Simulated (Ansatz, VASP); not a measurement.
# Cross-check of AlPt3N between VASP and Ansatz

Aim: how closely do two programs agree when they are given the same cell, functional and k mesh? The cell is generated by rule, not measured, and may not be a known phase. The cell is taken from a series of runs on this material, whose earlier steps may have relaxed, scaled, displaced or heated it; both programs get it as it stands.

Calculated with Ansatz 0.2.0; plane waves, with VASP 6.6.1 beside it; single point at RPBE.

The structure was built from a prototype and need not be the compound's stable phase.

## 1. Set-up

It takes space group P4mm (No. 99, tetragonal). Conventional cell: a = 4.209 Å, b = 4.209 Å, c = 4.209 Å, α = 90.00°, β = 90.00°, γ = 90.00°. Nearest to Al lie 12 Pt at 2.95 to 3.01 Å. Pt has 2 N at 2.10 Å nearest. Nearest to Pt lie 2 N at 2.07 to 2.14 Å. Nearest to N lie 6 Pt at 2.07 to 2.14 Å. Farther neighbours and most contacts between anions are not listed.

## 2. Ansatz: single point, RPBE, pair 1

Ansatz runs on its default PAW (the set named soft_2) files.

With cell and atoms fixed, the geometry can't cause a difference; cores, projectors, grids and the points listed under the comparison can.

input.yaml reads:

```yaml
crystal:
  lattice:
    - [4.2086436197, 0.0, 0.0]
    - [0.0, 4.2086436197, 0.0]
    - [0.0, 0.0, 4.2086436197]
  atoms:
    - { symbol: Al, position: [0.0, 0.0084334331, 0.0] }
    - { symbol: Pt, position: [0.5, 0.498254847, 0.0] }
    - { symbol: Pt, position: [0.5, 0.0016414971, 0.5] }
    - { symbol: Pt, position: [0.0, 0.498254847, 0.5] }
    - { symbol: "N", position: [0.5, 0.5095042497, 0.5] }
kpoints:
  mp_grid: { grid: [8, 8, 8] }
hamiltonian:
  xc: rpbe
scf:
  occupations: { method: methfessel_paxton, width: 0.2 }
output:
  forces: true
  stress: true
  eigenvalues: true
```

On the command line:

```console
$ ansatz run input.yaml --threads 8 --pin off --max-ram 14336MiB --backend cpu --events-out ev --progress --plain --runs-dir out
```

Numbers of over 12 decimals in the logs are rounded to 6 here.

Output:

```text
Engine: ansatz 0.2.0, aarch64-unknown-linux-gnu
Pseudopotentials: kind: paw
Pseudopotential: Al, paw, valence charge 3, recommended cutoff 420 eV (normal), Al.paw.azcp
Pseudopotential: Pt, paw, valence charge 18, recommended cutoff 420 eV (normal), Pt.paw.azcp
Pseudopotential: N, paw, valence charge 5, recommended cutoff 420 eV (normal), N.paw.azcp
Functional definition: RPBE
  parameter kappa = 0.804
  parameter beta = 0.066725
  exchange = rpbe_x(kappa = kappa, mu = beta*pi^2/3)
  correlation = pbe_c(beta = beta)
Crystal: 5 atoms, lattice volume = 74.546 Å³
Basis set: ecut = 420 eV, 1419 PW (Γ), exchange–correlation on 60×60×60 points (8 copies of the dense FFT grid, shifted against one another)
Bands: 38, of which v1, the nominal top of the filled ones, is band 31 counted from 1 (30 counted from 0)
Symmetry: 8 space group operations
Space group: P4mm (ITA 99), of the structure as read, at distance tolerance 4.2e-5 Å
k-points: 75 of 512 (time reversal used)
Non-local potential: Al, projectors of the file, l = 0: 2, l = 1: 2, l = 2: 1
Non-local potential: Pt, projectors of the file, l = 0: 3, l = 1: 2, l = 2: 2, l = 3: 1
Non-local potential: N, projectors of the file, l = 0: 2, l = 1: 2, l = 2: 1
PAW form: soft (Blöchl's): semilocal exchange-correlation on the pseudo side does not see the compensation charge
PAW frozen core: Al, regenerated for the run's functional, and the local potential with it (the file was generated under x = pbe(κ = 0.804, μ = 0.219515), c = pbe(β = 0.066725))
PAW frozen core: Pt, regenerated for the run's functional, and the local potential with it (the file was generated under x = pbe(κ = 0.804, μ = 0.219515), c = pbe(β = 0.066725))
PAW frozen core: N, regenerated for the run's functional, and the local potential with it (the file was generated under x = pbe(κ = 0.804, μ = 0.219515), c = pbe(β = 0.066725))
PAW one-centre angular grid: Al, 110 points (default); XC on 64 Gauss nodes
PAW one-centre angular grid: Pt, 590 points (default); XC on 64 Gauss nodes
PAW one-centre angular grid: N, 110 points (default); XC on 64 Gauss nodes
Initial density: superposition of atomic densities (neutral atoms: chi_scale 0, normalization atom), corrected by the library's trained network
Initial wavefunctions: pseudopotential atomic-orbital guess
Functional: x = rpbe, c = pbe(β = 0.066725)
SCF iter   1: F=—  HF=-38534.593029 eV  |F-HF|=—  |Δ(HF+E_count)|=         —  Δρ=1.17e-2  dr2=1.33e-1  ethr=1.77e-3  ⟨swp⟩=5.3  Hψ=10073  notcnv=0
preconditioner: auto → Kerker (q_TF=auto, 2.646 Å⁻¹)  [metal: Δε(μ)=0.058 eV  Ē_g=8.047 eV  σ=0.200 eV  W_gap=0.24  n_scr=26 (ndim 8)  ℏωp=26.5 eV  f_vac=0.000  D(μ)=1.98/eV (n_scr^D=18)]
SCF iter   2: F=—  HF=-38534.574189 eV  |F-HF|=—  |Δ(HF+E_count)|=   1.88e-2  S|Δr|=    0.00e0  Δρ=6.17e-3  dr2=4.33e-2  ethr=2.15e-4  ⟨swp⟩=1.0  Hψ=3450  notcnv=0
SCF iter   3: F=—  HF=-38534.564858 eV  |F-HF|=—  |Δ(HF+E_count)|=   9.33e-3  S|Δr|=    0.00e0  Δρ=1.25e-3  dr2=2.97e-3  ethr=6.99e-5  ⟨swp⟩=2.1  Hψ=3554  notcnv=0
SCF iter   4: F=—  HF=-38534.563753 eV  |F-HF|=—  |Δ(HF+E_count)|=   1.10e-3  S|Δr|=    0.00e0  Δρ=3.51e-4  dr2=1.08e-4  ethr=4.79e-6  ⟨swp⟩=2.0  Hψ=3546  notcnv=0
SCF iter   5: F=—  HF=-38534.563717 eV  |F-HF|=—  |Δ(HF+E_count)|=   3.65e-5  S|Δr|=    0.00e0  Δρ=5.92e-5  dr2=3.12e-6  ethr=1.75e-7  ⟨swp⟩=2.0  Hψ=3778  notcnv=0
SCF iter   6: F=—  HF=-38534.563672 eV  |F-HF|=—  |Δ(HF+E_count)|=   4.42e-5  S|Δr|=    0.00e0  Δρ=1.42e-5  dr2=1.50e-7  ethr=5.03e-9  ⟨swp⟩=2.0  Hψ=4133  notcnv=0
SCF iter   7: F=-38534.563672 eV  HF=-38534.563672 eV  |F-HF|=2.69e-10  |Δ(HF+E_count)|=   2.04e-9  S|Δr|=    0.00e0  Δρ=2.37e-6  dr2=3.37e-9  ethr=1.61e-10  ⟨swp⟩=7.6  Hψ=9702  notcnv=0
SCF 1 converged in 7 iterations: F = -38534.563672 eV  dr2 = 3.37e-9
  greatest PAW one-centre occupation: 1.000 electrons in one spin orbital (limit 2), on the Pt atom at site 2 (counted from 0), in its partial waves of l = 0
SCF converged after 7 iterations
Stability not checked: this state was not tested for a lower state beside it, because cold or Methfessel-Paxton smearing, or corrected tetrahedra, fill the levels in a way that the test cannot read (fill_not_monotonic; see scf.lower_state_search)
Free energy (F): -38534.563672 eV
Harris-Foulkes:  -38534.563672 eV  (|F-HF|=2.69e-10)
Internal energy: -38534.567780 eV  (E = F + TS)
E sigma→0 (E₀):  -38534.564699 eV
Entropy (-TS):   0.004107 eV (0.821 meV/atom)
Fermi energy:    17.156199 eV
--- Per-component energies (eV) ---
  E_band       = -656.608111
  E_kinetic    = 2066.631068
  E_local      = -6712.527251  (includes V_loc(G=0)·N_el)
  E_nonlocal   = 654.697651
  E_hartree    = 2614.812644
  E_xc         = -883.371635
  E_vxc        = -1009.886762  (∫ρ·V_xc dr)
  E_paw        = -29001.952416  (= ΣΔE_a)
  E_vpaw       = -885.150923  (= ΣTr[D̂ρ^β])
  E_aug_tail   = 0.000729  (compensation charges beyond the density's cutoff)
  E_ewald      = -7272.711052
  E_core_change = -0.147516  (= ΣΔE_core)
  E_smearing   = 0.004107  (= −TS)
  E_closure    = 0.000000  (closes the sum)
  Σ components = -38534.563672   (vs F -38534.563672, Δ=0.00e0)
--- Forces (eV/Å), atoms counted from 1 ---
  atom   1  Al     0.00000000     0.06773312     0.00000000
  atom   2  Pt     0.00000000    -0.09551322     0.00000000
  atom   3  Pt    -0.00000000     0.10365367     0.00000000
  atom   4  Pt     0.00000000    -0.09551322     0.00000000
  atom   5  N     -0.00000000     0.01964093     0.00000000
  max |Σ_I F_I| component: 1.29e-6 eV/Å
--- Stress (GPa, compression-positive) ---
       -0.079627       0.000000       0.000000
       -0.000000       0.319534       0.000000
        0.000000       0.000000      -0.079627
  P = ⅓ Tr σ = 0.0534 GPa (0.534 kbar)
--- Band table (eV; the first three rows and the last of 75) ---
  k-point 0: bands = [... 27 lower, 16.3690, 16.3972, 16.3972, 16.3993, 17.9834, 17.9863, 17.9863, 18.4281, ... 3 higher]
  k-point 1: bands = [... 27 lower, 16.2446, 16.3230, 16.3230, 16.3990, 17.6249, 18.2991, 18.3006, 18.5572, ... 3 higher]
  k-point 2: bands = [... 27 lower, 15.8874, 16.1709, 16.1719, 16.3998, 17.5651, 18.5698, 19.0959, 19.0993, ... 3 higher]
  k-point 74: bands = [... 27 lower, 15.0254, 16.2038, 16.2038, 16.2045, 17.9100, 17.9135, 17.9135, 18.4569, ... 3 higher]
```

The run ends at a pressure of 0.05 GPa, with forces up to 0.10 eV/Å.

## 3. VASP: single point, RPBE, pair 1

The same cell, functional, mesh and smearing now go to VASP, with its own data sets.

Lines of VASP's logs that name or quote its potential files are left out, and so is its time.

INCAR reads:

```
SYSTEM = AlPt3N
PREC = Accurate
ENCUT = 600
EDIFF = 1E-06
NELM = 120
ISMEAR = 1
SIGMA = 0.2
LREAL = .FALSE.
ALGO = Normal
GGA = RP
NBANDS = 25
LASPH = .TRUE.
LORBIT = 11
LWAVE = .FALSE.
LCHARG = .FALSE.
ISIF = 2
GGA_COMPAT = .FALSE.
KPAR = 2
```

POSCAR reads:

```
AlPt3N
1.0
    4.2086436197      0.0000000000      0.0000000000
    0.0000000000      4.2086436197      0.0000000000
    0.0000000000      0.0000000000      4.2086436197
Al Pt N
1 3 1
Direct
    0.0000000000      0.0084334331      0.0000000000
    0.5000000000      0.4982548470      0.0000000000
    0.5000000000      0.0016414971      0.5000000000
    0.0000000000      0.4982548470      0.5000000000
    0.5000000000      0.5095042497      0.5000000000
```

KPOINTS reads:

```
Automatic mesh
0
Gamma
8 8 8
0 0 0
```

Potentials, in the order of the species: Al, Pt and N (PBE family, release 64).

On the command line:

```console
$ mpirun -np 2 vasp_std
```

Output:

```text
[banner, memory and clock lines left out]
running    2 mpi-ranks, on    1 nodes
 distrk:  each k-point on    1 cores,    2 groups
 distr:  one band on    1 cores,    1 groups

 POSCAR found type information on POSCAR AlPtN
 POSCAR found :  3 types and       5 ions
|                                                                             |
|               ----> ADVICE to this user running VASP <----                  |
|                                                                             |
|     You enforced a specific xc type in the INCAR file but a different       |
|     [... a line on the potential file left out ...]
|     I HOPE YOU KNOW WHAT YOU ARE DOING!                                     |
|                                                                             |

 LDA part: xc-table for (Slater+PW92), standard interpolation
 POSCAR, INCAR and KPOINTS ok, starting setup
 FFT: planning ... GRIDC
 FFT: planning ... GRID_SOFT
 FFT: planning ... GRID
 WAVECAR not read
 entering main loop
       N       E                     dE             d eps       ncg     rms          rms(c)
DAV:   1     0.234661590227E+03    0.23466E+03   -0.20219E+04  3750   0.158E+03
DAV:   2    -0.159034253019E+02   -0.25057E+03   -0.24090E+03  4406   0.315E+02
DAV:   3    -0.277644138417E+02   -0.11861E+02   -0.11608E+02  4550   0.677E+01
DAV:   4    -0.279359825468E+02   -0.17157E+00   -0.17092E+00  4341   0.886E+00
DAV:   5    -0.279382073720E+02   -0.22248E-02   -0.22223E-02  4627   0.992E-01    0.264E+01
DAV:   6    -0.263706243173E+02    0.15676E+01   -0.89439E+00  4584   0.217E+01    0.145E+01
DAV:   7    -0.261534660160E+02    0.21716E+00   -0.11932E+00  4563   0.819E+00    0.905E+00
DAV:   8    -0.261190430502E+02    0.34423E-01   -0.16438E-01  4033   0.261E+00    0.577E-01
DAV:   9    -0.261125945965E+02    0.64485E-02   -0.26350E-02  4336   0.104E+00    0.240E-01
DAV:  10    -0.261125299881E+02    0.64608E-04   -0.23000E-03  4269   0.342E-01    0.773E-02
DAV:  11    -0.261124859266E+02    0.44062E-04   -0.14788E-04  4773   0.102E-01    0.226E-02
DAV:  12    -0.261124864359E+02   -0.50931E-06   -0.26233E-05  4371   0.376E-02    0.151E-02
DAV:  13    -0.261124854813E+02    0.95463E-06   -0.12997E-06  2375   0.107E-02
   1 F= -.26112485E+02 E0= -.26113927E+02  d E =0.432383E-02
```

Parts of OUTCAR (step 3):

```text
ion  position               nearest neighbor table
   1  0.000  0.008  0.000-   2 2.95   4 2.95   4 2.95   2 2.95   3 2.98   3 2.98   3 2.98   3 2.98
                             2 3.01   4 3.01   4 3.01   2 3.01
   2  0.500  0.498  0.000-   5 2.10   5 2.10   1 2.95   1 2.95   3 2.97   3 2.97   4 2.98   4 2.98
                             4 2.98   4 2.98   3 2.99   3 2.99   1 3.01   1 3.01
   3  0.500  0.002  0.500-   5 2.07   5 2.14   4 2.97   2 2.97   2 2.97   4 2.97   1 2.98   1 2.98
                             1 2.98   1 2.98   2 2.99   4 2.99   2 2.99   4 2.99
   4  0.000  0.498  0.500-   5 2.10   5 2.10   1 2.95   1 2.95   3 2.97   3 2.97   2 2.98   2 2.98
                             2 2.98   2 2.98   3 2.99   3 2.99   1 3.01   1 3.01
   5  0.500  0.510  0.500-   3 2.07   2 2.10   4 2.10   2 2.10   4 2.10   3 2.14

  LATTYP: Found a simple cubic cell.
 ALAT       =     4.2086436197

 Subroutine GETGRP returns: Found  8 space group operations
 (whereof  8 operations were pure point group operations)

The static configuration has the point symmetry C_4v.

 Found     75 irreducible k-points:

   k-points           NKPTS =     75   k-points in BZ     NKDIM =     75   number of bands    NBANDS=     25

   dimension x,y,z NGX =    36 NGY =   36 NGZ =   36
   dimension x,y,z NGXF=    72 NGYF=   72 NGZF=   72

   ENCUT  =  600.0 eV  44.10 Ry    6.64 a.u.   8.41  8.41  8.41*2*pi/ulx,y,z

   NELECT =      38.0000    total number of electrons

 k-points in reciprocal lattice and weights: Automatic mesh
   0.00000000  0.00000000  0.00000000       0.002
   0.12500000  0.00000000  0.00000000       0.008
   0.00000000  0.12500000  0.00000000       0.004
   0.25000000  0.00000000  0.00000000       0.008
   0.00000000  0.25000000  0.00000000       0.004
   0.37500000  0.00000000  0.00000000       0.008
   0.00000000  0.37500000  0.00000000       0.004
   0.50000000  0.00000000  0.00000000       0.004
   0.00000000  0.50000000  0.00000000       0.002
[...]
0.50000000  0.37500000  0.50000000       0.004
   0.50000000  0.50000000  0.50000000       0.002

 average (electrostatic) potential at core
       1 -72.7828       2 -64.8081       3 -64.8085       4 -64.8081       5 -61.6886

 E-fermi :   9.4961

 k-point     1 :       0.0000    0.0000    0.0000
  band No.  band energies     occupation
    ...
     15       7.0493      2.00000
     16       8.7250      2.00000
     17       8.7344      2.00000
     18       8.7344      2.00000
     19       8.7365      2.00000
     20      10.3293     -0.00000
     21      10.3323     -0.00000
     22      10.3323     -0.00000
     23      10.7564     -0.00000
     24      13.5406      0.00000
    ...

 k-point     2 :       0.1250    0.0000    0.0000
  band No.  band energies     occupation
    ...
     15       7.1945      2.00000
     16       8.6004      2.00000
     17       8.6603      2.00000
     18       8.6605      2.00000
     19       8.7362      2.00000
     20       9.9646     -0.00455
     21      10.6448     -0.00000
     22      10.6468     -0.00000
     23      10.8874     -0.00000
     24      13.5413      0.00000
    ...

 k-point     3 :       0.0000    0.1250    0.0000
  band No.  band energies     occupation
    ...
     15       7.1992      2.00000
     16       8.6016      2.00000
     17       8.6617      2.00000
     18       8.6617      2.00000
     19       8.7368      2.00000
     20       9.9684     -0.00421
     21      10.6463     -0.00000
     22      10.6463     -0.00000
     23      10.8858     -0.00000
     24      13.5402      0.00000
    ...

  Total       -0.0730561      0.1188023     -0.0730561      0.0000000      0.0000000      0.0000000
  in kB       -1.5701475      2.5533419     -1.5701475      0.0000000      0.0000000      0.0000000
  external PRESSURE =      -0.1956510 kB  Pullay stress =       0.0000000 kB

  energy-cutoff  :      600.00
  volume of cell :       74.55
      direct lattice vectors                 reciprocal lattice vectors
     4.208643620  0.000000000  0.000000000     0.237606243  0.000000000  0.000000000
     0.000000000  4.208643620  0.000000000     0.000000000  0.237606243  0.000000000
     0.000000000  0.000000000  4.208643620     0.000000000  0.000000000  0.237606243

 POSITION                                       TOTAL-FORCE (eV/Angst)
 -----------------------------------------------------------------------------------
      0.00000      0.03549      0.00000        -0.000000      0.068631     -0.000000
      2.10432      2.09698      0.00000        -0.000000     -0.097794     -0.000000
      2.10432      0.00691      2.10432         0.000000      0.124705     -0.000000
      0.00000      2.09698      2.10432         0.000000     -0.097794     -0.000000
      2.10432      2.14432      2.10432         0.000000      0.002253      0.000000
 -----------------------------------------------------------------------------------
    total drift:                                0.000000      0.000637      0.000000

  FREE ENERGIE OF THE ION-ELECTRON SYSTEM (eV)
  ---------------------------------------------------
  free  energy   TOTEN  =       -26.1124854813 eV

  energy  without entropy=      -26.1168093132  energy(sigma->0) =      -26.11392676

 total charge
# of ion       s       p       d       tot
------------------------------------------
    1        0.360   0.258   0.000   0.618
    2        0.562   0.512   8.195   9.270
    3        0.564   0.513   8.195   9.273
    4        0.562   0.512   8.195   9.270
    5        1.213   2.434   0.000   3.647
--------------------------------------------------
tot          3.261   4.230  24.586  32.077

[... 3 further parts left out ...]
```

The run ends at a pressure of -0.02 GPa, with forces up to 0.12 eV/Å.

## 4. Comparison

Known differences besides the potentials themselves: the data sets hold 62 valence electrons in Ansatz (on its default PAW (the set named soft_2) files) and 38 in VASP; the cutoff is 420 eV in Ansatz and 600 eV in VASP; Ansatz makes its cores anew for this functional, VASP keeps those of its PBE data sets. Total energies have different zeros and are not compared.

The two programs side by side:

```csv
quantity,Ansatz,VASP,difference
pressure (GPa),0.05,-0.02,+0.07
```

Forces (eV/Å; atoms numbered as in POSCAR):

```csv
atom,"Ansatz x, y, z","VASP x, y, z"
Al1,"0.000, 0.068, 0.000","0.000, 0.069, 0.000"
Pt2,"0.000, -0.096, 0.000","0.000, -0.098, 0.000"
Pt3,"0.000, 0.104, 0.000","0.000, 0.125, 0.000"
Pt4,"0.000, -0.096, 0.000","0.000, -0.098, 0.000"
N5,"0.000, 0.020, 0.000","0.000, 0.002, 0.000"
```

The forces differ by 7.1 meV/Å r.m.s., which is 13.9 % of the r.m.s. force of 0.051 eV/Å (both taken over all components).

## 5. VASP: single point, RPBE, pair 2

A single point gives forces, pressure and levels at one fixed geometry, so differences don't come from the geometry; what else differs is listed under the comparison.

INCAR is that of step 3.

POSCAR reads:

```
AlPt3N
1.0
    4.2086436197      0.0000000000      0.0000000000
    0.0000000000      4.2086436197      0.0000000000
    0.0000000000      0.0000000000      4.2086436197
Al Pt N
1 3 1
Direct
    0.0000000000      0.0168668662      0.0000000000
    0.5000000000      0.4965096941      0.0000000000
    0.5000000000      0.0032829942      0.5000000000
    0.0000000000      0.4965096941      0.5000000000
    0.5000000000      0.5190084995      0.5000000000
```

KPOINTS is that of step 3.

On the command line:

```console
$ mpirun -np 2 vasp_std
```

Output:

```text
[banner, memory and clock lines left out]
running    2 mpi-ranks, on    1 nodes
[...]
[... a notice as in an earlier step ...]

 LDA part: xc-table for (Slater+PW92), standard interpolation
 POSCAR, INCAR and KPOINTS ok, starting setup
[...]
entering main loop
       N       E                     dE             d eps       ncg     rms          rms(c)
DAV:   1     0.234645156391E+03    0.23465E+03   -0.20210E+04  3750   0.158E+03
DAV:   2    -0.159129645333E+02   -0.25056E+03   -0.24088E+03  4383   0.315E+02
DAV:   3    -0.277766473927E+02   -0.11864E+02   -0.11610E+02  4539   0.678E+01
DAV:   4    -0.279503673468E+02   -0.17372E+00   -0.17310E+00  4321   0.896E+00
[...]
DAV:  12    -0.261179066899E+02    0.25029E-06   -0.31543E-05  4491   0.424E-02    0.150E-02
DAV:  13    -0.261179056540E+02    0.10359E-05   -0.17162E-06  2551   0.113E-02    0.103E-02
DAV:  14    -0.261179054955E+02    0.15852E-06   -0.45561E-06  3720   0.127E-02
   1 F= -.26117905E+02 E0= -.26119452E+02  d E =0.463879E-02
```

OUTCAR, selected parts (step 5):

```text
  Total       -0.1637520      0.5515933     -0.1637520      0.0000000      0.0000000      0.0000000
  in kB       -3.5194162     11.8550423     -3.5194162      0.0000000      0.0000000      0.0000000
  external PRESSURE =       1.6054033 kB  Pullay stress =       0.0000000 kB

 POSITION                                       TOTAL-FORCE (eV/Angst)
 -----------------------------------------------------------------------------------
      0.00000      0.07099      0.00000        -0.000000      0.131737      0.000000
      2.10432      2.08963      0.00000         0.000000     -0.158578      0.000000
      2.10432      0.01382      2.10432        -0.000000      0.286558      0.000000
      0.00000      2.08963      2.10432         0.000000     -0.158578      0.000000
      2.10432      2.18432      2.10432        -0.000000     -0.101137     -0.000000
 -----------------------------------------------------------------------------------
    total drift:                                0.000000      0.000373     -0.000000

  FREE ENERGIE OF THE ION-ELECTRON SYSTEM (eV)
  ---------------------------------------------------
  free  energy   TOTEN  =       -26.1179054955 eV

  energy  without entropy=      -26.1225442818  energy(sigma->0) =      -26.11945176

[... 2 parts as in an earlier step ...]

[... 1 further part left out ...]
[key lines of the parts left out:]
E-fermi :   9.4967
```

The run ends at a pressure of 0.16 GPa, with forces up to 0.29 eV/Å.

(Part 1 of 2 ends here.)

[Lines on the potential files, build, host, timing and source positions are cut from VASP's logs without a mark.]

[Logs are printed without paths, hosts, clocks, repeated set-up lines and the standing remarks that a program may print on its own settings, such as how far it seeks lower states.]

[Hosts, paths, dates, database ids (printed as entryN), source tags and the programs' standing remarks are cut or masked in the printed files.]
